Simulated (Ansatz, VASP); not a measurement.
# TaN in two plane-wave programs

One calculation is typed for both programs; each brings its own data sets. How far apart do they land? The cell is taken from a series of runs on this material, whose earlier steps may have relaxed, scaled, displaced or heated it; both programs get it as it stands.

Calculated with Ansatz 0.2.0; plane waves, with VASP 6.6.1 beside it; zone-centre phonons at LDA.

## (1) The starting structure

It takes space group P-6m2 (No. 187, hexagonal). The conventional cell has a = 2.918 Å, b = 2.918 Å, c = 2.795 Å, α = 90.00°, β = 90.00°, γ = 120.00°. N has 6 Ta at 2.19 Å nearest. Nearest to Ta lie 6 N at 2.19 Å. Farther neighbours and most contacts between anions are not listed.

Coordinates:

```xyz
2
Lattice="2.9177 0.0000 0.0000 -1.4588 2.5268 0.0000 0.0000 0.0000 2.7947" Properties=species:S:1:pos:R:3 pbc="T T T"
N     1.4588    0.8423    0.0000
Ta   -1.4588    2.5268    1.3973
```

## (2) VASP: zone-centre phonons, LDA

Second derivatives magnify differences that forces hide, and they need a tight electronic threshold.

Lines of VASP's logs that name or quote its potential files are left out, and so is its time.

The input, INCAR:

```
SYSTEM = TaN
PREC = Accurate
ENCUT = 600
EDIFF = 1E-08
NELM = 120
ISMEAR = 1
SIGMA = 0.2
LREAL = .FALSE.
ALGO = Normal
GGA = CA
NBANDS = 14
LASPH = .TRUE.
LORBIT = 11
LWAVE = .FALSE.
LCHARG = .FALSE.
ISIF = 2
IBRION = 8
GGA_COMPAT = .FALSE.
KPAR = 2
```

The input, POSCAR:

```
TaN
1.0
    2.9176964719      0.0000000000      0.0000000000
   -1.4588482360      2.5267992652      0.0000000000
    0.0000000000      0.0000000000      2.7946608003
N Ta
1 1
Direct
    0.6666666639      0.3333333361      0.0000000000
    0.0000000028      0.9999999972      0.5000000000
```

The input, KPOINTS:

```
Automatic mesh
0
Gamma
18 18 16
0 0 0
```

PAW data sets: N and Ta_pv (LDA family, release 64).

Run with:

```console
$ mpirun -np 2 vasp_std
```

Numbers of over 12 decimals in the logs are rounded to 6 here.

Output:

```text
[banner, memory and clock lines left out]
running    2 mpi-ranks, on    1 nodes
 distrk:  each k-point on    1 cores,    2 groups
 distr:  one band on    1 cores,    1 groups

 POSCAR found type information on POSCAR N Ta
 POSCAR found :  2 types and       2 ions
 LDA part: xc-table for (Slater(with rela. corr.)+CA(PZ))
 , standard interpolation
 POSCAR, INCAR and KPOINTS ok, starting setup
 FFT: planning ... GRIDC
 FFT: planning ... GRID_SOFT
 FFT: planning ... GRID
 WAVECAR not read
 entering main loop
       N       E                     dE             d eps       ncg     rms          rms(c)
DAV:   1     0.101471846472E+03    0.10147E+03   -0.98793E+03  9332   0.134E+03
DAV:   2    -0.238135015501E+02   -0.12529E+03   -0.11869E+03 11340   0.336E+02
DAV:   3    -0.272046775212E+02   -0.33912E+01   -0.33716E+01 10626   0.518E+01
DAV:   4    -0.272203165443E+02   -0.15639E-01   -0.15636E-01 11340   0.387E+00
DAV:   5    -0.272204221505E+02   -0.10561E-03   -0.10560E-03 10860   0.299E-01    0.257E+01
DAV:   6    -0.248302963681E+02    0.23901E+01   -0.45233E+00 10206   0.252E+01    0.110E+01
DAV:   7    -0.247289651659E+02    0.10133E+00   -0.36465E-01 12510   0.569E+00    0.748E+00
DAV:   8    -0.246963819303E+02    0.32583E-01   -0.13972E-01 12294   0.324E+00    0.143E+00
DAV:   9    -0.246912165602E+02    0.51654E-02   -0.10943E-02 10224   0.877E-01    0.165E-01
DAV:  10    -0.246910327719E+02    0.18379E-03   -0.69924E-04 11994   0.309E-01    0.117E-01
DAV:  11    -0.246910013978E+02    0.31374E-04   -0.58128E-05 10464   0.711E-02    0.164E-02
DAV:  12    -0.246910015023E+02   -0.10451E-06   -0.28870E-06 11880   0.157E-02    0.285E-03
DAV:  13    -0.246910014745E+02    0.27806E-07   -0.16195E-07 10902   0.341E-03    0.180E-03
DAV:  14    -0.246910014660E+02    0.85145E-08   -0.25554E-08 11358   0.149E-03
   1 F= -.24691001E+02 E0= -.24691336E+02  d E =0.100402E-02
 Linear response reoptimize wavefunctions to high precision
DAV:   1    -0.246910014658E+02    0.21100E-09   -0.39315E-10  7800   0.204E-04
DAV:   2    -0.246910014658E+02    0.13188E-10   -0.15802E-11  6612   0.480E-05
 Linear response DOF=           4
 Linear response progress:
  Degree of freedom:   1/  4
       N       E                     dE             d eps       ncg     rms          rms(c)
RMM:   1    -0.230880451516E+00   -0.23088E+00    0.11636E-01 93024   0.290E+00
RMM:   2    -0.224826256163E+00    0.60542E-02   -0.38381E-03 70314   0.486E-01    0.195E-01
RMM:   3    -0.225663001254E+00   -0.83675E-03   -0.73761E-04 67370   0.178E-01    0.106E-01
RMM:   4    -0.226930015127E+00   -0.12670E-02   -0.38329E-04 68124   0.124E-01    0.282E-02
RMM:   5    -0.226996743526E+00   -0.66728E-04   -0.12104E-05 78968   0.262E-02    0.282E-03
RMM:   6    -0.227001229683E+00   -0.44862E-05   -0.96123E-07 77223   0.562E-03    0.704E-04
RMM:   7    -0.226993673264E+00    0.75564E-05   -0.16985E-07 78840   0.171E-03    0.302E-04
RMM:   8    -0.226995301969E+00   -0.16287E-05   -0.15446E-07 78535   0.525E-04    0.938E-05
RMM:   9    -0.226994735919E+00    0.56605E-06   -0.43492E-08 76852   0.212E-04    0.188E-05
RMM:  10    -0.226994642829E+00    0.93090E-07   -0.71636E-08 84347   0.926E-05    0.783E-06
RMM:  11    -0.226994722133E+00   -0.79304E-07   -0.59934E-08 78478   0.573E-05    0.298E-06
RMM:  12    -0.226994741681E+00   -0.19548E-07   -0.48144E-08 80109   0.459E-05    0.110E-06
RMM:  13    -0.226994728301E+00    0.13380E-07   -0.50561E-08 63781   0.427E-05    0.142E-07
RMM:  14    -0.226994727418E+00    0.88390E-09   -0.55087E-08 46644   0.417E-05    0.257E-07
 first order change of Fermi-energy   0.58473E-05
 force on displaced ion       1 direction 1 : -15.074   0.001   0.000
 Linear response progress:
  Degree of freedom:   2/  4
       N       E                     dE             d eps       ncg     rms          rms(c)
RMM:   1    -0.234081736442E+00   -0.23408E+00    0.14820E-01 31704   0.298E+00
RMM:   2    -0.228694211118E+00    0.53875E-02   -0.42922E-03 25186   0.503E-01    0.160E-01
RMM:   3    -0.229526319359E+00   -0.83211E-03   -0.10202E-03 24026   0.194E-01    0.816E-02
RMM:   4    -0.230855094927E+00   -0.13288E-02   -0.47642E-04 24399   0.130E-01    0.220E-02
RMM:   5    -0.230982904853E+00   -0.12781E-03   -0.18962E-05 26668   0.330E-02    0.388E-03
RMM:   6    -0.230986235379E+00   -0.33305E-05   -0.14213E-06 26782   0.795E-03    0.903E-04
RMM:   7    -0.230978917303E+00    0.73181E-05   -0.21117E-07 26054   0.217E-03    0.297E-04
RMM:   8    -0.230980845999E+00   -0.19287E-05   -0.31311E-08 27584   0.674E-04    0.922E-05
RMM:   9    -0.230981215300E+00   -0.36930E-06   -0.73805E-08 27157   0.237E-04    0.202E-05
RMM:  10    -0.230981000466E+00    0.21483E-06   -0.37766E-08 28118   0.104E-04    0.542E-06
RMM:  11    -0.230981052734E+00   -0.52268E-07   -0.57904E-08 26970   0.610E-05    0.861E-07
RMM:  12    -0.230981062884E+00   -0.10150E-07   -0.57171E-08 27155   0.487E-05    0.350E-07
RMM:  13    -0.230981061371E+00    0.15126E-08   -0.67441E-08 17022   0.452E-05    0.104E-07
 first order change of Fermi-energy   0.15786E-03
 force on displaced ion       1 direction 3 :  -0.000   0.000 -17.328
 Linear response progress:
  Degree of freedom:   3/  4
       N       E                     dE             d eps       ncg     rms          rms(c)
RMM:   1    -0.132090624062E+00   -0.13209E+00    0.11468E+01 42114   0.245E+01
RMM:   2    -0.160953554802E+00   -0.28863E-01   -0.26303E-02 63706   0.148E+00    0.189E-01
RMM:   3    -0.159755523429E+00    0.11980E-02   -0.28235E-03 73995   0.351E-01    0.107E-01
RMM:   4    -0.158977820673E+00    0.77770E-03   -0.33957E-04 82594   0.115E-01    0.409E-02
RMM:   5    -0.158695669568E+00    0.28215E-03   -0.12086E-04 84643   0.325E-02    0.706E-03
RMM:   6    -0.158700436974E+00   -0.47674E-05   -0.10298E-04 79754   0.133E-02    0.131E-03
RMM:   7    -0.158700899421E+00   -0.46245E-06   -0.55018E-05 86832   0.429E-03    0.367E-04
RMM:   8    -0.158703881057E+00   -0.29816E-05   -0.30167E-05 94017   0.166E-03    0.159E-04
RMM:   9    -0.158705037862E+00   -0.11568E-05   -0.15786E-05 80672   0.716E-04    0.408E-05
RMM:  10    -0.158705439098E+00   -0.40124E-06   -0.75032E-06 91361   0.349E-04    0.232E-05
RMM:  11    -0.158705604763E+00   -0.16567E-06   -0.38467E-06 92102   0.172E-04    0.580E-06
RMM:  12    -0.158705570662E+00    0.34100E-07   -0.22700E-06 82455   0.111E-04    0.363E-06
RMM:  13    -0.158705573485E+00   -0.28227E-08   -0.12881E-06 93041   0.741E-05    0.445E-06
RMM:  14    -0.158705584779E+00   -0.11294E-07   -0.81673E-07 82675   0.570E-05    0.508E-06
RMM:  15    -0.158705577334E+00    0.74458E-08   -0.45104E-07 73239   0.479E-05    0.572E-06
RMM:  16    -0.158705573876E+00    0.34575E-08   -0.31650E-07 79399   0.434E-05    0.667E-06
RMM:  17    -0.158705573600E+00    0.27654E-09   -0.18705E-07 57203   0.399E-05    0.655E-06
RMM:  18    -0.158705573177E+00    0.42291E-09   -0.15782E-07 57466   0.384E-05    0.690E-06
RMM:  19    -0.158705590899E+00   -0.17722E-07   -0.96374E-08 81446   0.393E-05    0.499E-06
RMM:  20    -0.158705618852E+00   -0.27954E-07   -0.93991E-08 93961   0.399E-05    0.249E-06
RMM:  21    -0.158705630503E+00   -0.11650E-07   -0.65158E-08 85863   0.378E-05    0.126E-06
RMM:  22    -0.158705640202E+00   -0.96991E-08   -0.79910E-08 78954   0.370E-05    0.496E-07
 first order change of Fermi-energy  -0.19594E-04
 force on displaced ion       2 direction 1 : -15.076   0.001   0.000
 Linear response progress:
  Degree of freedom:   4/  4
       N       E                     dE             d eps       ncg     rms          rms(c)
RMM:   1    -0.144915843518E+00   -0.14492E+00    0.10227E+01 15015   0.239E+01
RMM:   2    -0.173637952558E+00   -0.28722E-01   -0.27511E-02 21907   0.146E+00    0.142E-01
RMM:   3    -0.173021772600E+00    0.61618E-03   -0.22324E-03 25784   0.311E-01    0.751E-02
RMM:   4    -0.172568032856E+00    0.45374E-03   -0.19672E-04 27413   0.980E-02    0.242E-02
RMM:   5    -0.172443215848E+00    0.12482E-03   -0.58861E-05 28715   0.287E-02    0.660E-03
RMM:   6    -0.172426151906E+00    0.17064E-04   -0.67863E-05 27298   0.110E-02    0.832E-04
RMM:   7    -0.172428072556E+00   -0.19207E-05   -0.33159E-05 29440   0.346E-03    0.332E-04
RMM:   8    -0.172430978953E+00   -0.29064E-05   -0.19591E-05 29772   0.140E-03    0.907E-05
RMM:   9    -0.172431700241E+00   -0.72129E-06   -0.10906E-05 28788   0.591E-04    0.440E-05
RMM:  10    -0.172432210712E+00   -0.51047E-06   -0.57217E-06 27480   0.360E-04    0.148E-05
RMM:  11    -0.172432276304E+00   -0.65592E-07   -0.30898E-06 31540   0.182E-04    0.381E-06
RMM:  12    -0.172432307766E+00   -0.31462E-07   -0.17555E-06 30924   0.109E-04    0.228E-06
RMM:  13    -0.172432301600E+00    0.61654E-08   -0.10801E-06 26443   0.732E-05    0.398E-06
RMM:  14    -0.172432271219E+00    0.30382E-07   -0.63512E-07 27733   0.587E-05    0.680E-06
RMM:  15    -0.172432294372E+00   -0.23154E-07   -0.38841E-07 25418   0.462E-05    0.568E-06
RMM:  16    -0.172432313626E+00   -0.19253E-07   -0.22887E-07 27168   0.398E-05    0.470E-06
RMM:  17    -0.172432335738E+00   -0.22112E-07   -0.14926E-07 28024   0.360E-05    0.347E-06
RMM:  18    -0.172432354141E+00   -0.18403E-07   -0.94755E-08 27765   0.335E-05    0.245E-06
RMM:  19    -0.172432378295E+00   -0.24154E-07   -0.62970E-08 29697   0.328E-05    0.973E-07
RMM:  20    -0.172432389207E+00   -0.10912E-07   -0.44436E-08 26468   0.306E-05    0.348E-07
RMM:  21    -0.172432392933E+00   -0.37259E-08   -0.35355E-08 18806   0.296E-05    0.143E-07
 first order change of Fermi-energy  -0.11954E-02
 force on displaced ion       2 direction 3 :  -0.000   0.000 -17.338
 Linear response finished
```

From OUTCAR (step 2):

```text
ion  position               nearest neighbor table
   1  0.667  0.333  0.000-   2 2.19   2 2.19   2 2.19   2 2.19   2 2.19   2 2.19
   2  0.000  1.000  0.500-   1 2.19   1 2.19   1 2.19   1 2.19   1 2.19   1 2.19

  LATTYP: Found a hexagonal cell.
 ALAT       =     2.9176964719
 C/A-ratio  =     0.9578312299

 Subroutine GETGRP returns: Found 12 space group operations
 (whereof 12 operations were pure point group operations)

The static configuration has the point symmetry D_3h.

 Found    333 irreducible k-points:

   k-points           NKPTS =    333   k-points in BZ     NKDIM =    333   number of bands    NBANDS=     14

   dimension x,y,z NGX =    24 NGY =   24 NGZ =   24
   dimension x,y,z NGXF=    48 NGYF=   48 NGZF=   48

   ENCUT  =  600.0 eV  44.10 Ry    6.64 a.u.   5.83  5.83  5.58*2*pi/ulx,y,z

   NELECT =      16.0000    total number of electrons

 k-points in reciprocal lattice and weights: Automatic mesh
   0.00000000  0.00000000  0.00000000       0.000
   0.05555556 -0.00000000  0.00000000       0.001
   0.11111111 -0.00000000  0.00000000       0.001
   0.16666667 -0.00000000  0.00000000       0.001
   0.22222222 -0.00000000  0.00000000       0.001
   0.27777778  0.00000000  0.00000000       0.001
   0.33333333 -0.00000000  0.00000000       0.001
   0.38888889 -0.00000000  0.00000000       0.001
   0.44444444 -0.00000000  0.00000000       0.001
[...]
0.33333333  0.27777778  0.50000000       0.002
   0.33333333  0.33333333  0.50000000       0.000

 average (electrostatic) potential at core
       1 -60.9689       2 -34.8115

  Total        0.2578305      0.2578305      2.5429044     -0.0000000     -0.0000000     -0.0000000
  in kB       20.0495671     20.0495671    197.7427911     -0.0000000     -0.0000000     -0.0000000
  external PRESSURE =      79.2806418 kB  Pullay stress =       0.0000000 kB

  energy-cutoff  :      600.00
  volume of cell :       20.60
      direct lattice vectors                 reciprocal lattice vectors
     2.917696472  0.000000000  0.000000000     0.342736131  0.197878797  0.000000000
    -1.458848236  2.526799265  0.000000000     0.000000000  0.395757595  0.000000000
     0.000000000  0.000000000  2.794660800     0.000000000  0.000000000  0.357825179

 POSITION                                       TOTAL-FORCE (eV/Angst)
 -----------------------------------------------------------------------------------
      1.45885      0.84227      0.00000         0.000000     -0.000000      0.000000
     -1.45885      2.52680      1.39733        -0.000000      0.000000      0.000000
 -----------------------------------------------------------------------------------
    total drift:                                0.000005     -0.000003     -0.000000

 Eigenvectors and eigenvalues of the dynamical matrix
 ----------------------------------------------------

   1 f  =   18.052509 THz   113.427262 2PiTHz  602.166898 cm-1    74.659146 meV
             X         Y         Z           dx          dy          dz
      1.458848  0.842266  0.000000    -0.000000    0.000000    0.963401
     -1.458848  2.526799  1.397330     0.000000   -0.000000   -0.268065

   2 f  =   16.837034 THz   105.790207 2PiTHz  561.623014 cm-1    69.632348 meV
             X         Y         Z           dx          dy          dz
      1.458848  0.842266  0.000000    -0.664915    0.697180   -0.000000
     -1.458848  2.526799  1.397330     0.184970   -0.193946   -0.000000

   3 f  =   16.837034 THz   105.790207 2PiTHz  561.623014 cm-1    69.632348 meV
             X         Y         Z           dx          dy          dz
      1.458848  0.842266  0.000000     0.697180    0.664915   -0.000000
     -1.458848  2.526799  1.397330    -0.193946   -0.184970   -0.000000

   4 f/i=    0.000341 THz     0.002140 2PiTHz    0.011359 cm-1     0.001408 meV
             X         Y         Z           dx          dy          dz
      1.458848  0.842266  0.000000    -0.164335    0.211715   -0.000000
     -1.458848  2.526799  1.397330    -0.590736    0.761053   -0.000000

   5 f/i=    0.000341 THz     0.002140 2PiTHz    0.011359 cm-1     0.001408 meV
             X         Y         Z           dx          dy          dz
      1.458848  0.842266  0.000000    -0.211715   -0.164335    0.000000
     -1.458848  2.526799  1.397330    -0.761053   -0.590736    0.000000

   6 f/i=    0.001406 THz     0.008836 2PiTHz    0.046910 cm-1     0.005816 meV
             X         Y         Z           dx          dy          dz
      1.458848  0.842266  0.000000     0.000000    0.000000    0.268065
     -1.458848  2.526799  1.397330     0.000000    0.000000    0.963401

 ELASTIC MODULI CONTR FROM IONIC RELAXATION (kBar)
 Direction    XX          YY          ZZ          XY          YZ          ZX
 --------------------------------------------------------------------------------
 XX         -57.9938     57.9938      0.0000      0.0000     -0.0000      0.0000
 YY          57.9938    -57.9938      0.0000      0.0000      0.0000     -0.0000
 ZZ           0.0000      0.0000      0.0000      0.0000      0.0000      0.0000
 XY           0.0000      0.0000      0.0000    -57.9938     -0.0000     -0.0000
 YZ          -0.0000      0.0000      0.0000     -0.0000     -0.0000      0.0000
 ZX           0.0000     -0.0000      0.0000     -0.0000      0.0000     -0.0000
 --------------------------------------------------------------------------------
```

(Continued in part 2 of 2.)

[Lines on the potential files, build, host, timing and source positions are cut from VASP's logs without a mark.]

[Logs are printed without paths, hosts, clocks, repeated set-up lines and the standing remarks that a program may print on its own settings, such as how far it seeks lower states.]

[Hosts, paths, dates, database ids (printed as entryN), source tags and the programs' standing remarks are cut or masked in the printed files.]
